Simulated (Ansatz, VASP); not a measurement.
# Cross-check of WS2 (Tungstenite) between VASP and Ansatz, part 2 of 2

Aim: how closely do two programs agree when they are given the same cell, functional and k mesh? The cell is taken from a series of runs on this material, whose earlier steps may have relaxed, scaled, displaced or heated it; both programs get it as it stands.

VASP 6.6.1 and Ansatz 0.2.0.

So far: Set-up; VASP: dielectric response, PBEsol.

### Step 3. Ansatz: dielectric response, PBEsol

Level of this step: Ansatz beside VASP: Kohn-Sham DFT, plane waves, PBEsol (Ansatz).

Ansatz runs on its PAW soft_1 files.

The same cell, functional and mesh now go to Ansatz, which takes its cutoff from its data sets.

input.yaml reads:

```yaml
crystal:
  lattice:
    - [1.579, 0.9116360751, 6.1633333333]
    - [-1.579, 0.9116360751, 6.1633333333]
    - [0.0, -1.8232721501, 6.1633333333]
  atoms:
    - { symbol: W, position: [0.0, 0.0, 0.0] }
    - { symbol: S, position: [0.581, 0.581, 0.581] }
    - { symbol: S, position: [0.7503, 0.7503, 0.7503] }
kpoints:
  mp_grid: { grid: [8, 8, 8] }
scf:
  occupations: { method: fixed }
hamiltonian:
  xc: pbesol
  pseudopotentials: { kind: paw, azcp: { folder: soft_1 }, xc_functional: pbe }
dielectric: {}
```

On the command line:

```console
$ ansatz run input.yaml --threads 4 --pin off --max-ram 8192MiB --backend cpu --events-out ev --progress --plain --runs-dir out
```

Numbers of over 12 decimals in the logs are rounded to 6 here.

What it wrote:

```text
Engine: ansatz 0.2.0, x86_64-unknown-linux-gnu
Pseudopotentials: kind: paw
Pseudopotential: W, paw, valence charge 14, recommended cutoff 420 eV (normal), soft_1/W.paw.azcp
Pseudopotential: S, paw, valence charge 6, recommended cutoff 420 eV (normal), soft_1/S.paw.azcp
Functional definition: PBEsol
  exchange = pbesol_x
  correlation = pbesol_c
Crystal: 3 atoms, lattice volume = 53.232 Å³
Basis set: ecut = 420 eV, 1011 PW (Γ), exchange–correlation on 90×90×90 points (8 copies of the dense FFT grid, shifted against one another)
Bands: 17, of which v1, the nominal top of the filled ones, is band 13 counted from 1 (12 counted from 0)
Symmetry: 6 space group operations
k-points: 150 of 512 (irreducible under 2 space group operations, time reversal used)
Non-local potential: W, projectors of the file, l = 0: 3, l = 1: 2, l = 2: 2, l = 3: 1
Non-local potential: S, projectors of the file, l = 0: 2, l = 1: 2, l = 2: 1
PAW form: soft (Blöchl's): semilocal exchange-correlation on the pseudo side does not see the compensation charge
PAW frozen core: W, regenerated for the run's functional, and the local potential with it (the file was generated under x = pbe(κ = 0.804, μ = 0.219515), c = pbe(β = 0.066725))
PAW frozen core: S, regenerated for the run's functional, and the local potential with it (the file was generated under x = pbe(κ = 0.804, μ = 0.219515), c = pbe(β = 0.066725))
PAW one-centre angular grid: W, 590 points (default); XC on 64 Gauss nodes
PAW one-centre angular grid: S, 110 points (default); XC on 64 Gauss nodes
Initial density: superposition of atomic densities (chi_scale 0.1, normalization cell, long waves kept (reshape's long-wave potential 0.03 eV rms))
Initial wavefunctions: pseudopotential atomic-orbital guess
Functional: x = pbesol(κ = 0.804, μ = 0.123457), c = pbesol(β = 0.046)
SCF iter   1: F=—  HF=-12030.539913 eV  |F-HF|=—  |Δ(HF+E_count)|=         —  Δρ=4.07e-2  dr2=1.55e0  ethr=3.10e-3  ⟨swp⟩=5.2  Hψ=12864  notcnv=0  defer=248
preconditioner: auto → none  [insulator: Δε(μ)=1.081 eV  Ē_g=8.953 eV  n_scr=16 (ndim 8)  ℏωp=21.6 eV  f_vac=0.001  ε∞_Penn≈6.8]
SCF iter   2: F=—  HF=-12030.357853 eV  |F-HF|=—  |Δ(HF+E_count)|=   1.82e-1  Δρ=3.09e-2  dr2=1.61e0  ethr=3.10e-3  ⟨swp⟩=3.0  Hψ=5568  notcnv=0  defer=215
SCF iter   3: F=—  HF=-12030.155656 eV  |F-HF|=—  |Δ(HF+E_count)|=   2.02e-1  Δρ=1.84e-2  dr2=4.16e-1  ethr=3.10e-3  ⟨swp⟩=3.0  Hψ=4392  notcnv=0  defer=236
SCF iter   4: F=—  HF=-12030.089597 eV  |F-HF|=—  |Δ(HF+E_count)|=   6.61e-2  Δρ=8.10e-3  dr2=4.04e-2  ethr=1.60e-3  ⟨swp⟩=1.6  Hψ=3863  notcnv=0  defer=168
SCF iter   5: F=—  HF=-12030.081530 eV  |F-HF|=—  |Δ(HF+E_count)|=   8.07e-3  Δρ=1.60e-3  dr2=7.62e-4  ethr=1.55e-4  ⟨swp⟩=2.3  Hψ=3778  notcnv=0  defer=300
SCF iter   6: F=—  HF=-12030.081407 eV  |F-HF|=—  |Δ(HF+E_count)|=   1.23e-4  Δρ=3.83e-4  dr2=1.60e-4  ethr=2.93e-6  ⟨swp⟩=2.0  Hψ=4049  notcnv=0  defer=300
SCF iter   7: F=—  HF=-12030.081383 eV  |F-HF|=—  |Δ(HF+E_count)|=   2.44e-5  Δρ=1.27e-4  dr2=1.42e-5  ethr=6.16e-7  ⟨swp⟩=2.2  Hψ=3745  notcnv=0  defer=244
SCF iter   8: F=—  HF=-12030.081384 eV  |F-HF|=—  |Δ(HF+E_count)|=   6.80e-7  Δρ=5.70e-5  dr2=1.21e-6  ethr=5.46e-8  ⟨swp⟩=2.3  Hψ=3317  notcnv=0  defer=30
SCF iter   9: F=—  HF=-12030.081342 eV  |F-HF|=—  |Δ(HF+E_count)|=   4.16e-5  Δρ=1.11e-5  dr2=7.13e-8  ethr=4.66e-9  ⟨swp⟩=2.5  Hψ=4436  notcnv=0  defer=2
SCF iter  10: F=—  HF=-12030.081342 eV  |F-HF|=—  |Δ(HF+E_count)|=   1.68e-8  Δρ=3.77e-6  dr2=8.80e-9  ethr=2.74e-10  ⟨swp⟩=2.1  Hψ=3593  notcnv=0  defer=2
SCF iter  11: F=—  HF=-12030.081342 eV  |F-HF|=—  |Δ(HF+E_count)|=   2.15e-9  Δρ=5.46e-7  dr2=1.80e-10  ethr=3.39e-11  ⟨swp⟩=2.3  Hψ=4240  notcnv=0  defer=2
SCF iter  12: F=-12030.081342 eV  HF=-12030.081342 eV  |F-HF|=5.09e-11  |Δ(HF+E_count)|=  2.73e-11  Δρ=2.27e-7  dr2=6.44e-11  ethr=1.00e-12  ⟨swp⟩=5.0  Hψ=10354  notcnv=0
SCF 1 converged in 12 iterations: F = -12030.081342 eV  dr2 = 6.44e-11
  greatest PAW one-centre occupation: 0.999 electrons in one spin orbital (limit 2), on the W atom at site 0 (counted from 0), in its partial waves of l = 0
NSCF: frozen V_eff on 5 k-points
DFPT response loops at Γ: preconditioner auto → Resta (q_TF=auto, 2.421 Å⁻¹)  ε∞=7.3 (no band partly filled); β = 1.00, the filter's whole step (`scf.mixing.beta` (0.50) is not read by the response loops at its default; to damp them type it under 1.00, their step now; it binds the ground state too); Broyden in place of MSR1
── the response to a field inside a basis, on 12×12×12 k-points: an SCF that follows is theirs, and a resumed run solves both again ──
Bands: 14, of which v1, the nominal top of the filled ones, is band 13 counted from 1 (12 counted from 0)
k-points: 182 of 1728 (time reversal used)
Initial density: handed on by an earlier stage of this run
Initial wavefunctions: pseudopotential atomic-orbital guess (no wavefunctions were taken with the density)
Eigensolver: Dense (182 Hₖ)
SCF iter   1: F=—  HF=-12030.077453 eV  |F-HF|=—  |Δ(HF+E_count)|=         —  Δρ=1.67e-4  dr2=2.33e-6  ethr=1.00e-1
preconditioner: auto → none  [insulator: Δε(μ)=0.996 eV  Ē_g=7.865 eV  n_scr=16 (ndim 8)  ℏωp=21.6 eV  f_vac=0.012  ε∞_Penn≈8.5]
SCF iter   2: F=—  HF=-12030.077455 eV  |F-HF|=—  |Δ(HF+E_count)|=   1.58e-6  Δρ=8.27e-5  dr2=8.74e-7  ethr=8.96e-9
SCF iter   3: F=—  HF=-12030.077456 eV  |F-HF|=—  |Δ(HF+E_count)|=   1.02e-6  Δρ=4.78e-5  dr2=3.48e-6  ethr=3.36e-9  recentre
SCF iter   4: F=-12030.077456 eV  HF=-12030.077456 eV  |F-HF|=1.24e-10  |Δ(HF+E_count)|=   4.91e-7  Δρ=4.53e-6  dr2=4.61e-9  ethr=3.36e-9
SCF 1 converged in 4 iterations: F = -12030.077456 eV  dr2 = 4.61e-9
DFPT response loops at Γ: preconditioner auto → Resta (q_TF=auto, 2.421 Å⁻¹)  ε∞=7.8 (no band partly filled); β = 1.00, the filter's whole step (`scf.mixing.beta` (0.50) is not read by the response loops at its default; to damp them type it under 1.00, their step now; it binds the ground state too); Broyden in place of MSR1
SCF converged after 12 iterations
Free energy (F): -12030.081342 eV
Harris-Foulkes:  -12030.081342 eV  (|F-HF|=5.09e-11)
Internal energy: -12030.081342 eV  (E = F + TS)
E sigma→0 (E₀):  -12030.081342 eV
Fermi energy:    11.602952 eV
--- Per-component energies (eV) ---
  E_band       = -190.452189
  E_kinetic    = 634.623838
  E_local      = -1712.581032  (includes V_loc(G=0)·N_el)
  E_nonlocal   = 46.856745
  E_hartree    = 710.801933
  E_xc         = -442.770422
  E_vxc        = -397.441629  (∫ρ·V_xc dr)
  E_paw        = -9635.678858  (= ΣΔE_a)
  E_vpaw       = -183.514470  (= ΣTr[D̂ρ^β])
  E_aug_tail   = 0.000155  (compensation charges beyond the density's cutoff)
  E_ewald      = -1631.679458
  E_core_change = 0.345757  (= ΣΔE_core)
  E_smearing   = -0.000000  (= −TS)
  E_closure    = -0.000000  (closes the sum)
  Σ components = -12030.081342   (vs F -12030.081342, Δ=0.00e0)
--- Band table (eV; the first three rows and the last of 150) ---
  k-point 0: bands = [... 9 lower, 9.3023, 9.3023, 10.0361, 10.3656, 13.7780, 13.7780, 14.1419, 14.1419]
  k-point 1: bands = [... 9 lower, 8.4573, 8.9162, 10.1208, 10.4572, 13.3731, 13.8310, 13.8772, 14.2779]
  k-point 2: bands = [... 9 lower, 8.1726, 8.9630, 9.6692, 9.9792, 12.9248, 13.6100, 14.4418, 14.9827]
  k-point 149: bands = [... 9 lower, 8.0275, 9.3347, 9.3347, 11.6030, 13.8937, 13.8937, 13.9804, 13.9804]
--- Dielectric response (ions clamped): 3 representative field directions + reference, inside a basis on a mesh of 1728 k-points (Σ response iterations 18) ---
  ε∞ (high-frequency dielectric tensor):
       13.994429     0.000000     0.000000
        0.000000    13.994429    -0.000000
        0.000000    -0.000000     6.316401
  Born effective charges Z* (e; rows j = field, columns β = displacement):
    site 0:
        -0.61807    0.00000    0.00000
         0.00000   -0.61807    0.00000
         0.00000    0.00000   -0.53218
    site 1:
         0.30995   -0.00000   -0.00000
         0.00000    0.30995   -0.00000
         0.00000   -0.00000    0.21525
    site 2:
         0.30812    0.00000   -0.00000
         0.00000    0.30812    0.00000
         0.00000    0.00000    0.31693
  Z* charge neutrality: 1.155e-3 e pre-enforcement
  solved inside a basis spanned on kpoints, on 12×12×12 k-points, its susceptibility summed on 14×14×14: ε∞ is read to err by 6.2e-2, Z* by 1.5e-2 e (field_mesh: kpoints solves on kpoints); Z* is corrected for what the basis lacks
```

In the SCF lines HF is the Harris–Foulkes energy and dr2 the Hartree energy of the density residual, in eV; the loop may stop once dr2 is under the threshold and the program's other checks hold. Hψ counts applications of the Hamiltonian.

### Step 4. Side by side

Known differences besides the potentials themselves: fixed occupations in Ansatz, narrow Gaussian smearing in VASP; VASP's response is taken on the typed mesh, Ansatz refines its own for the field response alone; the data sets hold 26 valence electrons in Ansatz (on its PAW soft_1 files) and 18 in VASP; the cutoff is 420 eV in Ansatz and 520 eV in VASP; Ansatz makes its cores anew for this functional, VASP keeps those of its PBE data sets. Total energies have different zeros and are not compared.

Compared:

```
quantity  Ansatz   VASP  difference
   ε∞ xx   13.99  13.86     +0.95 %
   ε∞ yy   13.99  13.86     +0.95 %
   ε∞ zz    6.32   6.30     +0.32 %
```

### Step 5. Summary of results

- difference in ε∞ xx (dielectric response, PBEsol): 0.95 %

**Reading.** The difference in ε∞ xx is 0.95 % (dielectric response, PBEsol), within the 5 % picked in this series as the mark of a large difference. The data sets hold unlike numbers of valence electrons (26 in Ansatz and 18 in VASP), so part of the differences comes from the potentials. How closely two codes agree says nothing of how well the functional describes the real material.

[Lines on the potential files, build, host, timing and source positions are cut from VASP's logs without a mark.]

[Logs are printed without paths, hosts, clocks, repeated set-up lines and the standing remarks that a program may print on its own settings, such as how far it seeks lower states.]

[Hosts, paths, dates, database ids (printed as entryN), source tags and the programs' standing remarks are cut or masked in the printed files.]
